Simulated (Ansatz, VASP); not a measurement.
# Hf13Si28O34 (amorphous HfO2 against Si(100), 9.0 A) in two plane-wave programs

Aim: how closely do two programs agree when they are given the same cell, functional and k mesh? The cell is taken from a series of runs on this material, whose earlier steps may have relaxed, scaled, displaced or heated it; both programs get it as it stands.

Calculated with Ansatz 0.2.0; plane waves, with VASP 6.6.1 beside it; single point at PBE.

## 1. The starting structure

The cell holds 150 atoms: 56 Si, 26 Hf and 68 O. Cell: a = 10.900 Å, b = 10.900 Å, c = 19.134 Å, α = 90.0°, β = 90.0°, γ = 90.0°. It derives from Si (7 planes of diamond Si(100)). A slab of 7 planes of diamond Si(100) (starting lattice constant a = 5.45 A), 10.90 x 10.90 A in plane. 94 atoms (26 Hf, 68 O) packed at random between the slab and its periodic image at 8.5 g/cm^3 (a layer of 9.4 A) and pushed apart as soft spheres. Langevin MD at fixed cell with the MACE-MP-0b2 small potential (Batatia et al., arXiv:2401.00096), steps of 2 fs: 0.84 ps at 3200 K with the crystal held, 3200 to 800 K in 2.4 ps with the crystal held, 800 to 300 K in 1.2 ps with its inner planes held; soft walls kept the melt out of the crystal while it was held. Then all atoms and the cell's height relaxed. The structure's axis is c.

## 2. Ansatz: single point, PBE

Ansatz runs on its default PAW (the set named soft_2) files.

A single point gives forces, pressure and levels at one fixed geometry, so differences don't come from the geometry; what else differs is listed under the comparison.

input.yaml

```yaml
crystal:
  lattice:
    - [10.9, 0.0, 0.0]
    - [0.0, 10.9, 0.0]
    - [0.0, 0.0, 19.13442]
  atoms:
    - { symbol: Si, position: [0.00497, 0.01042, 0.25903] }
    - { symbol: Si, position: [0.12279, 0.0953, 0.04485] }
    - { symbol: Si, position: [0.01133, 0.2484, 0.10899] }
    - { symbol: Si, position: [0.13531, 0.3695, 0.18604] }
    - { symbol: Si, position: [0.26085, 0.00515, 0.12389] }
    - { symbol: Si, position: [0.3942, 0.13238, 0.18888] }
    - { symbol: Si, position: [0.26632, 0.25279, 0.25934] }
    - { symbol: Si, position: [0.39482, 0.35855, 0.05665] }
    - { symbol: Si, position: [0.13789, 0.1316, 0.32917] }
    - { symbol: Si, position: [0.01665, 0.26682, 0.39413] }
    - { symbol: Si, position: [0.10158, 0.4102, 0.47207] }
    - { symbol: Si, position: [0.26405, 0.01508, 0.40477] }
    - { symbol: Si, position: [0.40545, 0.1262, 0.4755] }
    - { symbol: Si, position: [0.38863, 0.3767, 0.33364] }
    - { symbol: Si, position: [0.01042, 0.50237, 0.2539] }
    - { symbol: Si, position: [0.16188, 0.64037, 0.04297] }
    - { symbol: Si, position: [0.02508, 0.75613, 0.1146] }
    - { symbol: Si, position: [0.1327, 0.88217, 0.19235] }
    - { symbol: Si, position: [0.25793, 0.49314, 0.11552] }
    - { symbol: Si, position: [0.37915, 0.62837, 0.18679] }
    - { symbol: Si, position: [0.26026, 0.7562, 0.26044] }
    - { symbol: Si, position: [0.39179, 0.90313, 0.04572] }
    - { symbol: Si, position: [0.13335, 0.6269, 0.32734] }
    - { symbol: Si, position: [0.01528, 0.76285, 0.39774] }
    - { symbol: Si, position: [0.16271, 0.86209, 0.46967] }
    - { symbol: Si, position: [0.2556, 0.5021, 0.40134] }
    - { symbol: Si, position: [0.36512, 0.64883, 0.46235] }
    - { symbol: Si, position: [0.38579, 0.88713, 0.3297] }
    - { symbol: Si, position: [0.51471, 0.00779, 0.25984] }
    - { symbol: Si, position: [0.61974, 0.1075, 0.02891] }
[... 114 atom lines left out ...]
    - { symbol: O, position: [0.19234, 0.81277, 0.72461] }
    - { symbol: O, position: [0.37708, 0.11376, 0.84568] }
    - { symbol: O, position: [0.2868, 0.61438, 0.63692] }
    - { symbol: O, position: [0.03694, 0.38216, 0.69212] }
    - { symbol: O, position: [0.81008, 0.30112, 0.6496] }
    - { symbol: O, position: [0.10296, 0.35818, 0.55297] }
kpoints:
  mp_grid: { grid: [1, 1, 1] }
hamiltonian:
  xc: pbe
scf:
  occupations: { method: fermi_dirac, width: 0.025 }
output:
  forces: true
  stress: true
  populations: true
  dos:
    method: { smearing: { sigma: 0.08 } }
    de: 0.05
    projected:
      site_lists:
        layer_1: [1, 2, 4, 7, 15, 16, 18, 21, 29, 30, 32, 35, 43, 44, 46, 49, 113, 117]
        layer_2: [0, 3, 5, 6, 14, 17, 19, 20, 28, 31, 33, 34, 42, 45, 47, 48]
        layer_3: [8, 9, 11, 13, 22, 23, 25, 27, 36, 37, 39, 40, 41, 50, 51, 53, 55]
        layer_4: [10, 12, 24, 26, 38, 52, 54, 58, 89, 90, 91, 97, 102, 108, 110, 111, 112, 119, 123, 124, 142, 149]
        layer_5: [59, 62, 63, 67, 72, 74, 76, 79, 81, 82, 83, 88, 92, 94, 96, 99, 107, 116, 121, 122, 131, 138, 139, 144, 146, 147, 148]
        layer_6: [60, 61, 65, 66, 69, 71, 73, 75, 77, 86, 93, 95, 103, 106, 114, 115, 118, 120, 125, 128, 129, 132, 136, 137, 140, 143, 145]
        layer_7: [56, 57, 64, 68, 70, 78, 80, 84, 85, 87, 98, 100, 101, 104, 105, 109, 126, 127, 130, 133, 134, 135, 141]
  eigenvalues: true
  write_density: true
  write_potential: true
  volumetric_format: npy
```

Command:

```console
> ansatz run input.yaml --threads 4 --pin off --max-ram 15872MiB --backend cpu --events-out ev --progress --plain --runs-dir out
```

Numbers of over 12 decimals in the logs are rounded to 6 here.

Output:

```text
Engine: ansatz 0.2.0, aarch64-unknown-linux-gnu
Pseudopotentials: kind: paw
Pseudopotential: Si, paw, valence charge 4, recommended cutoff 420 eV (normal), Si.paw.azcp
Pseudopotential: Hf, paw, valence charge 26, recommended cutoff 420 eV (normal), Hf.paw.azcp
Pseudopotential: O, paw, valence charge 6, recommended cutoff 420 eV (normal), O.paw.azcp
Functional definition: PBE
  parameter kappa = 0.804
  parameter beta = 0.066725
  exchange = pbe_x(kappa = kappa, mu = beta*pi^2/3)
  correlation = pbe_c(beta = beta)
Crystal: 150 atoms, lattice volume = 2273.360 Å³
Basis set: ecut = 420 eV, 44375 PW (Γ), exchange–correlation on 150×150×256 points (8 copies of the dense FFT grid, shifted against one another)
Bands: 804, of which v1, the nominal top of the filled ones, is band 654 counted from 1 (653 counted from 0)
Symmetry: 1 space group operations
Space group: P1 (ITA 1), of the structure as read, at distance tolerance 1.3e-4 Å
k-points: 1
Non-local potential: Si, projectors of the file, l = 0: 2, l = 1: 2, l = 2: 2
Non-local potential: Hf, projectors of the file, l = 0: 3, l = 1: 2, l = 2: 2, l = 3: 3
Non-local potential: O, projectors of the file, l = 0: 2, l = 1: 2, l = 2: 1
PAW form: soft (Blöchl's): semilocal exchange-correlation on the pseudo side does not see the compensation charge
PAW one-centre angular grid: Si, 110 points (default); XC on 64 Gauss nodes
PAW one-centre angular grid: Hf, 590 points (default); XC on 64 Gauss nodes
PAW one-centre angular grid: O, 110 points (default); XC on 64 Gauss nodes
Initial density: superposition of atomic densities (neutral atoms: chi_scale 0, normalization atom), corrected by the library's trained network
Initial wavefunctions: pseudopotential atomic-orbital guess
Functional: x = pbe(κ = 0.804, μ = 0.219515), c = pbe(β = 0.066725)
SCF iter   1: F=—  HF=-483079.337982 eV  |F-HF|=—  |Δ(HF+E_count)|=         —  Δρ=4.51e-3  dr2=1.70e0  ethr=1.77e-3  ⟨swp⟩=6.0  Hψ=3350  notcnv=0  defer=22
preconditioner: auto → Resta (q_TF=auto, 2.488 Å⁻¹)  ε∞=5.1  [insulator: Δε(μ)=0.895 eV  Ē_g=12.741 eV  σ=0.025 eV  W_gap=1.00  n_scr=610 (ndim 8)  ℏωp=25.8 eV  f_vac=0.062  D(μ)=0.00/eV (n_scr^D=0)  ε∞_Penn≈5.1]
SCF iter   2: F=—  HF=-483079.121277 eV  |F-HF|=—  |Δ(HF+E_count)|=   2.17e-1  Δρ=2.34e-3  dr2=1.98e-1  ethr=1.30e-4  ⟨swp⟩=2.0  Hψ=939  notcnv=0  defer=138
SCF iter   3: F=—  HF=-483079.101746 eV  |F-HF|=—  |Δ(HF+E_count)|=   1.95e-2  Δρ=1.09e-3  dr2=4.30e-2  ethr=1.51e-5  ⟨swp⟩=5.0  Hψ=1179  notcnv=0  defer=138
SCF iter   4: F=—  HF=-483079.099572 eV  |F-HF|=—  |Δ(HF+E_count)|=   2.17e-3  Δρ=5.05e-4  dr2=7.10e-3  ethr=3.28e-6  ⟨swp⟩=2.0  Hψ=1421  notcnv=0  defer=138
SCF iter   5: F=—  HF=-483079.100694 eV  |F-HF|=—  |Δ(HF+E_count)|=   1.12e-3  Δρ=1.87e-4  dr2=1.04e-3  ethr=5.43e-7  ⟨swp⟩=2.0  Hψ=1309  notcnv=0  defer=138
SCF iter   6: F=—  HF=-483079.101067 eV  |F-HF|=—  |Δ(HF+E_count)|=   3.74e-4  Δρ=9.30e-5  dr2=2.54e-4  ethr=7.92e-8  ⟨swp⟩=2.0  Hψ=1309  notcnv=0  defer=138
SCF iter   7: F=—  HF=-483079.101300 eV  |F-HF|=—  |Δ(HF+E_count)|=   2.33e-4  Δρ=3.43e-5  dr2=3.94e-5  ethr=1.94e-8  ⟨swp⟩=2.0  Hψ=1305  notcnv=0  defer=138
SCF iter   8: F=—  HF=-483079.097916 eV  |F-HF|=—  |Δ(HF+E_count)|=   3.38e-3  Δρ=2.36e-5  dr2=1.31e-5  ethr=3.01e-9  ⟨swp⟩=2.0  Hψ=1309  notcnv=0  defer=138
SCF iter   9: F=—  HF=-483079.097920 eV  |F-HF|=—  |Δ(HF+E_count)|=   3.79e-6  Δρ=8.37e-6  dr2=1.83e-6  ethr=9.98e-10  ⟨swp⟩=2.0  Hψ=1305  notcnv=0  defer=138
SCF iter  10: F=—  HF=-483079.097921 eV  |F-HF|=—  |Δ(HF+E_count)|=   1.16e-6  Δρ=3.27e-6  dr2=3.67e-7  ethr=1.40e-10  ⟨swp⟩=2.0  Hψ=1317  notcnv=0  defer=138
SCF iter  11: F=—  HF=-483079.097921 eV  |F-HF|=—  |Δ(HF+E_count)|=   3.13e-7  Δρ=2.38e-6  dr2=1.41e-7  ethr=7.65e-12  ⟨swp⟩=16.0  Hψ=7759  notcnv=0
SCF iter  12: F=-483079.097921 eV  HF=-483079.097921 eV  |F-HF|=5.12e-9  |Δ(HF+E_count)|=   4.97e-8  Δρ=1.00e-6  dr2=2.62e-8  ethr=7.65e-12  ⟨swp⟩=8.0  Hψ=5989  notcnv=0
SCF 1 converged in 12 iterations: F = -483079.097921 eV  dr2 = 2.62e-8
  greatest PAW one-centre occupation: 0.999 electrons in one spin orbital (limit 2), on the Hf atom at site 80 (counted from 0), in its partial waves of l = 0
SCF converged after 12 iterations
Free energy (F): -483079.097921 eV
Harris-Foulkes:  -483079.097921 eV  (|F-HF|=5.12e-9)
Internal energy: -483079.097920 eV  (E = F + TS)
E sigma→0 (E₀):  -483079.097920 eV
Entropy (-TS):   -0.000001 eV (-0.000 meV/atom)
Fermi energy:    10.279985 eV
--- Per-component energies (eV) ---
  E_band       = -5740.261198
  E_kinetic    = 25177.179731
  E_local      = -686378.925989  (includes V_loc(G=0)·N_el)
  E_nonlocal   = -27621.268509
  E_hartree    = 332275.316686
  E_xc         = -15907.481053
  E_vxc        = -15940.211075  (∫ρ·V_xc dr)
  E_paw        = -219578.242931  (= ΣΔE_a)
  E_vpaw       = 34472.172480  (= ΣTr[D̂ρ^β])
[...]
--- Löwdin populations: 150 sites ---
  site symbol       q [e]
     0     Si      3.9643
     1     Si      3.0266
     2     Si      4.0738
     3     Si      3.9610
     4     Si      4.1190
     5     Si      3.9504
     6     Si      3.9609
     7     Si      3.0369
     8     Si      3.9581
     9     Si      4.1168
    10     Si      3.0187
    11     Si      4.0933
    12     Si      3.0283
    13     Si      3.9505
    14     Si      3.9568
    15     Si      2.9982
    16     Si      4.0549
    17     Si      3.9667
    18     Si      4.1132
    19     Si      3.9525
    20     Si      3.9526
    21     Si      3.0195
    22     Si      3.9662
    23     Si      4.1126
[...]
142      O      6.7256
   143      O      6.6482
   144      O      6.6776
   145      O      6.6318
   146      O      6.6165
   147      O      6.6454
   148      O      6.6726
   149      O      6.7383
  spilling = 0.004996 (of n_electrons = 1308.000000)
```

## 3. VASP: single point, PBE

The same cell, functional, mesh and smearing now go to VASP, with its own data sets.

Lines of VASP's logs that name or quote its potential files are left out, and so is its time.

INCAR

```
SYSTEM = Hf13Si28O34
PREC = Accurate
ENCUT = 600
EDIFF = 1E-06
NELM = 120
ISMEAR = -1
SIGMA = 0.025
LREAL = Auto
ALGO = Normal
GGA = PE
NBANDS = 551
LASPH = .TRUE.
LORBIT = 11
LWAVE = .FALSE.
LCHARG = .FALSE.
ISIF = 2
GGA_COMPAT = .FALSE.
EFERMI = MIDGAP
```

POSCAR

```
Hf13Si28O34
1.0
   10.9000000000      0.0000000000      0.0000000000
    0.0000000000     10.9000000000      0.0000000000
    0.0000000000      0.0000000000     19.1344200000
Si Hf O
56 26 68
Direct
    0.0049700000      0.0104200000      0.2590300000
    0.1227900000      0.0953000000      0.0448500000
    0.0113300000      0.2484000000      0.1089900000
    0.1353100000      0.3695000000      0.1860400000
    0.2608500000      0.0051500000      0.1238900000
    0.3942000000      0.1323800000      0.1888800000
    0.2663200000      0.2527900000      0.2593400000
    0.3948200000      0.3585500000      0.0566500000
    0.1378900000      0.1316000000      0.3291700000
    0.0166500000      0.2668200000      0.3941300000
    0.1015800000      0.4102000000      0.4720700000
    0.2640500000      0.0150800000      0.4047700000
    0.4054500000      0.1262000000      0.4755000000
    0.3886300000      0.3767000000      0.3336400000
    0.0104200000      0.5023700000      0.2539000000
    0.1618800000      0.6403700000      0.0429700000
    0.0250800000      0.7561300000      0.1146000000
    0.1327000000      0.8821700000      0.1923500000
    0.2579300000      0.4931400000      0.1155200000
    0.3791500000      0.6283700000      0.1867900000
    0.2602600000      0.7562000000      0.2604400000
    0.3917900000      0.9031300000      0.0457200000
    0.1333500000      0.6269000000      0.3273400000
    0.0152800000      0.7628500000      0.3977400000
    0.1627100000      0.8620900000      0.4696700000
    0.2556000000      0.5021000000      0.4013400000
    0.3651200000      0.6488300000      0.4623500000
    0.3857900000      0.8871300000      0.3297000000
    0.5147100000      0.0077900000      0.2598400000
    0.6197400000      0.1075000000      0.0289100000
[... 114 atom lines left out ...]
    0.1923400000      0.8127700000      0.7246100000
    0.3770800000      0.1137600000      0.8456800000
    0.2868000000      0.6143800000      0.6369200000
    0.0369400000      0.3821600000      0.6921200000
    0.8100800000      0.3011200000      0.6496000000
    0.1029600000      0.3581800000      0.5529700000
```

KPOINTS

```
Automatic mesh
0
Gamma
1 1 1
0 0 0
```

PAW data sets: Si, Hf_pv and O (PBE family, release 64).

Command:

```console
> export OMP_NUM_THREADS=3
> mpirun -np 1 vasp_gam
```

Output:

```text
[banner, memory and clock lines left out]
running    1 mpi-ranks, on    1 nodes
[...]
Offloading initialized ...    1 GPUs detected
[...]
LDA part: xc-table for (Slater+PW92), standard interpolation
 POSCAR, INCAR and KPOINTS ok, starting setup
[...]
entering main loop
       N       E                     dE             d eps       ncg     rms          rms(c)
DAV:   1     0.804724702466E+04    0.80472E+04   -0.56016E+05  1150   0.179E+03
DAV:   2    -0.534931793253E+03   -0.85822E+04   -0.82027E+04  1325   0.421E+02
DAV:   3    -0.136167972459E+04   -0.82675E+03   -0.81868E+03  1340   0.114E+02
DAV:   4    -0.138414725394E+04   -0.22468E+02   -0.22363E+02  1292   0.202E+01
[...]
DAV:  19    -0.120737623265E+04   -0.21940E-05   -0.62794E-06  1212   0.440E-03    0.722E-03
DAV:  20    -0.120737623387E+04   -0.12201E-05   -0.18832E-06   804   0.238E-03    0.305E-03
DAV:  21    -0.120737623438E+04   -0.50539E-06   -0.87060E-07   772   0.165E-03
   1 F= -.12073762E+04 E0= -.12073762E+04  d E =-.143455E-05
```

Parts of OUTCAR (step 3):

```text
  FREE ENERGIE OF THE ION-ELECTRON SYSTEM (eV)
  ---------------------------------------------------
  free  energy   TOTEN  =     -1207.3762343759 eV

  energy  without entropy=    -1207.3762329414  energy(sigma->0) =    -1207.37623366
```

The run ends at a pressure of -0.29 GPa, with forces up to 0.22 eV/Å.

## 4. Differences

Known differences besides the potentials themselves: the data sets hold 1308 valence electrons in Ansatz (on its default PAW (the set named soft_2) files) and 892 in VASP; the cutoff is 420 eV in Ansatz and 600 eV in VASP (PREC = Accurate, projectors in real space). Total energies have different zeros and are not compared.

Both answers:

| quantity | Ansatz | VASP | difference |
| --- | --- | --- | --- |
| pressure (GPa) | 0.94 | -0.29 | +1.23 |
| gap on the k mesh (eV) | 0.693 | 0.693 | 0.000 |

Forces on 7 of the 150 atoms, those with the largest forces and the largest differences (eV/Å; atoms numbered as in POSCAR):

| atom | Ansatz x, y, z | VASP x, y, z |
| --- | --- | --- |
| Hf76 | -0.002, 0.007, 0.018 | -0.104, -0.157, 0.038 |
| O85 | -0.004, -0.008, 0.004 | 0.006, -0.166, -0.101 |
| O92 | -0.006, 0.003, 0.010 | 0.034, 0.058, 0.192 |
| O111 | -0.009, 0.000, 0.010 | -0.099, 0.040, 0.188 |
| O120 | -0.003, 0.000, -0.002 | 0.051, 0.057, 0.175 |
| O127 | 0.005, 0.003, 0.001 | 0.109, -0.049, -0.165 |
| O142 | -0.004, -0.001, -0.007 | -0.045, -0.089, -0.184 |

The forces differ by 54 meV/Å r.m.s., where the r.m.s. force is 0.009 eV/Å in Ansatz and 0.055 eV/Å in VASP: the atoms lie near their places of rest in Ansatz, so a percentage would say little (all taken over all components). A gap on the mesh is an upper bound, since the band edges may lie between its points; neither run holds spin-orbit coupling, which can move the band edges of a compound of Hf.

## 5. Summary of results

```yaml
r_m_s_force_difference_single_point_pbe: 54 meV/Å
difference_in_pressure_single_point_pbe: 1.2 GPa
```

The r.m.s. force difference is 54 meV/Å (single point, PBE), beyond the 12 meV/Å picked in this series as the mark of a large difference. The data sets hold unlike numbers of valence electrons (1308 in Ansatz and 892 in VASP), so part of the differences comes from the potentials. By the marks of this series, far apart in the single point, PBE pair: the r.m.s. force difference, 54 meV/Å and the difference in pressure, 1.2 GPa. What causes the difference of the single point, PBE pair stays open here. How closely two codes agree says nothing of how well the functional describes the real material.

[Lines on the potential files, build, host, timing and source positions are cut from VASP's logs without a mark.]

[Logs are printed without paths, hosts, clocks, repeated set-up lines and the standing remarks that a program may print on its own settings, such as how far it seeks lower states.]

[Hosts, paths, dates, database ids (printed as entryN), source tags and the programs' standing remarks are cut or masked in the printed files.]
